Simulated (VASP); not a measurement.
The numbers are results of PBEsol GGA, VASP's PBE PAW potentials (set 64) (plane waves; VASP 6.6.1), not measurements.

Input for VASP

File POSCAR:
```
TiCo
1.0
  2.9900000000   0.0000000000   0.0000000000
  0.0000000000   2.9900000000   0.0000000000
  0.0000000000   0.0000000000   2.9900000000
Ti Co
1 1
direct
  0.0000000000   0.0000000000   0.0000000000
  0.5000000000   0.5000000000   0.5000000000
```

**INCAR**
```
ALGO=Normal
EDIFF=1E-6
EDIFFG=-0.01
ENCUT=400
GGA=PS
IBRION=2
ISIF=3
ISMEAR=1
LASPH=.TRUE.
LCHARG=.FALSE.
LMAXMIX=4
LREAL=.FALSE.
LWAVE=.FALSE.
NELM=100
NSW=60
PREC=Accurate
SIGMA=0.1
SYSTEM=TiCo
```

File KPOINTS:
```
Automatic mesh
0
Gamma
11 11 11
0 0 0
```

POTCAR, in this order: Ti_sv Co (PBE.64 set). Program: vasp_std.

What VASP printed:

File OUTCAR:
```
 ion  position               nearest neighbor table
   1  0.000  0.000  0.000-   2 2.59   2 2.59   2 2.59   2 2.59   2 2.59   2 2.59   2 2.59   2 2.59
  LATTYP: Found a simple cubic cell.
 ALAT       =     2.9900000000
 Subroutine PRICEL returns:
 Original cell was already a primitive cell.
 Subroutine GETGRP returns: Found 48 space group operations
The static configuration has the point symmetry O_h .
The dynamic configuration has the point symmetry O_h .
 Subroutine INISYM returns: Found 48 space group operations
 Subroutine IBZKPT returns following result:
 Found     56 irreducible k-points:

 Following reciprocal coordinates:
            Coordinates               Weight
  0.000000  0.000000  0.000000      1.000000
  0.090909  0.000000  0.000000      6.000000
  0.181818  0.000000  0.000000      6.000000
  0.272727  0.000000  0.000000      6.000000
  0.363636  0.000000  0.000000      6.000000
  0.454545  0.000000  0.000000      6.000000
  0.090909  0.090909  0.000000     12.000000
  0.181818  0.090909  0.000000     24.000000
  0.272727  0.090909  0.000000     24.000000
  0.363636  0.090909  0.000000     24.000000
  0.454545  0.090909  0.000000     24.000000
  0.181818  0.181818  0.000000     12.000000
  0.272727  0.181818  0.000000     24.000000
  0.363636  0.181818  0.000000     24.000000
  0.454545  0.181818  0.000000     24.000000
  0.272727  0.272727  0.000000     12.000000
  0.363636  0.272727  0.000000     24.000000
  0.454545  0.272727  0.000000     24.000000
  0.363636  0.363636  0.000000     12.000000
  0.454545  0.363636  0.000000     24.000000
  0.454545  0.454545  0.000000     12.000000
  0.090909  0.090909  0.090909      8.000000
  0.181818  0.090909  0.090909     24.000000
  0.272727  0.090909  0.090909     24.000000
  0.363636  0.090909  0.090909     24.000000
  0.454545  0.090909  0.090909     24.000000
  0.181818  0.181818  0.090909     24.000000
  0.272727  0.181818  0.090909     48.000000
  0.363636  0.181818  0.090909     48.000000
  0.454545  0.181818  0.090909     48.000000
  0.272727  0.272727  0.090909     24.000000
  0.363636  0.272727  0.090909     48.000000
  0.454545  0.272727  0.090909     48.000000
  0.363636  0.363636  0.090909     24.000000
  0.454545  0.363636  0.090909     48.000000
  0.454545  0.454545  0.090909     24.000000
  0.181818  0.181818  0.181818      8.000000
  0.272727  0.181818  0.181818     24.000000
  0.363636  0.181818  0.181818     24.000000
  0.454545  0.181818  0.181818     24.000000
   k-points           NKPTS =     56   k-points in BZ     NKDIM =     56   number of bands    NBANDS=     14
   number of dos      NEDOS =    301   number of ions     NIONS =      2
   total plane-waves  NPLWV =   8000
   dimension x,y,z NGX =    20 NGY =   20 NGZ =   20
   dimension x,y,z NGXF=    40 NGYF=   40 NGZF=   40
   ions per type =               1   1
   PREC   = accura    normal or accurate (medium, high low for compatibility)
   ISTART =      0    job   : 0-new  1-cont  2-samecut
   ICHARG =      2    charge: 1-file 2-atom 10-const
   ISPIN  =      1    spin polarized calculation?
   LNONCOLLINEAR =      F non collinear calculations
   LSORBIT =      F    spin-orbit coupling
   INIWAV =      1    electr: 0-lowe 1-rand  2-diag
   ENCUT  =  400.0 eV  29.40 Ry    5.42 a.u.   4.88  4.88  4.88*2*pi/ulx,y,z
   NELM   =    100;   NELMIN=  2; NELMDL= -5     # of ELM steps
   EDIFF  = 0.1E-05   stopping-criterion for ELM
   LREAL  =      F    real-space projection
   NLSPLINE    = F    spline interpolate recip. space projectors
   LMAXMIX     =    4 max onsite mixed and CHGCAR
   VOSKOWN=      0    Vosko Wilk Nusair interpolation
...
```

File OSZICAR:
```
       N       E                     dE             d eps       ncg     rms          rms(c)
DAV:   1     0.136499746237E+03    0.13650E+03   -0.89632E+03  1568   0.158E+03
DAV:   2    -0.113622928206E+02   -0.14786E+03   -0.14531E+03  1598   0.382E+02
DAV:   3    -0.192645859954E+02   -0.79023E+01   -0.78548E+01  2384   0.996E+01
DAV:   4    -0.195165446173E+02   -0.25196E+00   -0.25118E+00  1970   0.148E+01
DAV:   5    -0.195243988624E+02   -0.78542E-02   -0.78541E-02  2268   0.239E+00    0.138E+01
DAV:   6    -0.177039872762E+02    0.18204E+01   -0.17953E+01  1816   0.644E+01    0.876E+00
DAV:   7    -0.194491923738E+02   -0.17452E+01   -0.30526E+01  2604   0.553E+01    0.224E+01
DAV:   8    -0.168355020443E+02    0.26137E+01   -0.17694E+01  2372   0.400E+01    0.162E+00
DAV:   9    -0.168465936438E+02   -0.11092E-01   -0.43480E-01  2328   0.642E+00    0.181E+00
DAV:  10    -0.168369600997E+02    0.96335E-02   -0.85721E-02  2126   0.355E+00    0.561E-01
DAV:  11    -0.168337491200E+02    0.32110E-02   -0.13079E-02  2160   0.131E+00    0.286E-01
DAV:  12    -0.168331652633E+02    0.58386E-03   -0.25307E-03  2404   0.448E-01    0.527E-02
DAV:  13    -0.168331299238E+02    0.35340E-04   -0.89849E-05  1784   0.890E-02    0.320E-02
DAV:  14    -0.168331218181E+02    0.81056E-05   -0.57013E-05  2242   0.655E-02    0.548E-03
DAV:  15    -0.168331219699E+02   -0.15174E-06   -0.16250E-06  1280   0.157E-02
   1 F= -.16833122E+02 E0= -.16833201E+02  d E =-.168331E+02
       N       E                     dE             d eps       ncg     rms          rms(c)
DAV:   1    -0.220380406618E+02   -0.52049E+01   -0.11239E+02  1634   0.159E+02    0.222E+01
DAV:   2    -0.260985565764E+02   -0.40605E+01   -0.92553E+01  1764   0.143E+02    0.255E+01
DAV:   3    -0.169459242627E+02    0.91526E+01   -0.41314E+01  2226   0.909E+01    0.700E+00
DAV:   4    -0.167137002103E+02    0.23222E+00   -0.30623E+00  2102   0.175E+01    0.276E+00
DAV:   5    -0.167431689402E+02   -0.29469E-01   -0.51778E-01  2376   0.839E+00    0.249E+00
DAV:   6    -0.167718056746E+02   -0.28637E-01   -0.16610E-01  2390   0.431E+00    0.119E+00
DAV:   7    -0.168044051744E+02   -0.32599E-01   -0.81659E-02  2408   0.199E+00    0.136E-01
DAV:   8    -0.168055383543E+02   -0.11332E-02   -0.90312E-03  1946   0.690E-01    0.145E-01
DAV:   9    -0.168059756442E+02   -0.43729E-03   -0.10424E-03  1700   0.310E-01    0.757E-02
DAV:  10    -0.168059528420E+02    0.22802E-04   -0.27784E-04  2068   0.146E-01    0.279E-02
DAV:  11    -0.168059499968E+02    0.28452E-05   -0.20674E-05  2210   0.450E-02    0.985E-03
DAV:  12    -0.168059496994E+02    0.29736E-06   -0.23777E-06  1410   0.162E-02
   2 F= -.16805950E+02 E0= -.16806297E+02  d E =0.271723E-01
       N       E                     dE             d eps       ncg     rms          rms(c)
DAV:   1    -0.184399285991E+02   -0.16340E+01   -0.34176E+01  1682   0.974E+01    0.113E+01
DAV:   2    -0.217378979539E+02   -0.32980E+01   -0.43684E+01  2422   0.775E+01    0.284E+01
DAV:   3    -0.168998670849E+02    0.48380E+01   -0.36540E+01  2364   0.587E+01    0.292E+00
DAV:   4    -0.169025430445E+02   -0.26760E-02   -0.55182E-01  1686   0.618E+00    0.235E+00
DAV:   5    -0.168910869574E+02    0.11456E-01   -0.14463E-01  2314   0.331E+00    0.154E+00
DAV:   6    -0.168913190999E+02   -0.23214E-03   -0.53359E-03  1938   0.731E-01    0.136E+00
DAV:   7    -0.168920384851E+02   -0.71939E-03   -0.86850E-02  2286   0.300E+00    0.218E-01
DAV:   8    -0.168921091869E+02   -0.70702E-04   -0.41446E-03  2028   0.797E-01    0.172E-01
DAV:   9    -0.168920945261E+02    0.14661E-04   -0.65172E-04  1954   0.342E-01    0.374E-02
DAV:  10    -0.168920903612E+02    0.41649E-05   -0.62630E-05  2328   0.631E-02    0.193E-02
DAV:  11    -0.168920883898E+02    0.19714E-05   -0.30022E-05  2130   0.616E-02    0.778E-03
DAV:  12    -0.168920881836E+02    0.20616E-06   -0.21360E-06  1288   0.209E-02
   3 F= -.16892088E+02 E0= -.16892309E+02  d E =-.589662E-01
```

**OUTCAR**
```
------------------------ aborting loop because EDIFF is reached ----------------------------------------
  FORCE on cell =-STRESS in cart. coord.  units (eV):
  Direction    XX          YY          ZZ          XY          YZ          ZX
  --------------------------------------------------------------------------------------
  Total       -0.0062660     -0.0062660     -0.0062660      0.0000000      0.0000000     -0.0000000
  in kB       -0.3996403     -0.3996403     -0.3996403      0.0000000      0.0000000     -0.0000000
  external PRESSURE =      -0.3996403 kB  Pullay stress =       0.0000000 kB
  volume of cell :       25.12
      direct lattice vectors                 reciprocal lattice vectors
     2.928709521 -0.000000000 -0.000000000     0.341447314 -0.000000000  0.000000000
     0.000000000  2.928709521  0.000000000     0.000000000  0.341447314  0.000000000
    -0.000000000  0.000000000  2.928709521     0.000000000 -0.000000000  0.341447314
 POSITION                                       TOTAL-FORCE (eV/Angst)
 -----------------------------------------------------------------------------------
      0.00000      0.00000      0.00000        -0.000000      0.000000      0.000000
      1.46435      1.46435      1.46435         0.000000      0.000000      0.000000
 -----------------------------------------------------------------------------------
    total drift:                               -0.000000      0.000000      0.000000
  FREE ENERGIE OF THE ION-ELECTRON SYSTEM (eV)
  ---------------------------------------------------
  free  energy   TOTEN  =       -16.8920881836 eV

  energy  without entropy=      -16.8927504502  energy(sigma->0) =      -16.89230894

 reached required accuracy - stopping structural energy minimisation
```
(Selected blocks of OUTCAR.)

CONTCAR:
```
TiCo
   1.00000000000000
     2.9287095210907590   -0.0000000000000000   -0.0000000000000000
     0.0000000000000000    2.9287095210907590    0.0000000000000000
    -0.0000000000000000    0.0000000000000000    2.9287095210907590
  Ti              Co
     1     1
Direct
     0.0000000000000000    0.0000000000000000    0.0000000000000000
     0.5000000000000000    0.5000000000000000    0.5000000000000000
```

Energy and stress use the plane-wave basis of the starting cell.

The compound is TiCo in the CsCl type structure. This run relaxes it. Symmetry was kept, so distortions that lower it aren't found. The run is not spin-polarised, so no magnetic state was tried. The electron count is odd and the run is not spin-polarised, which forces a metal.
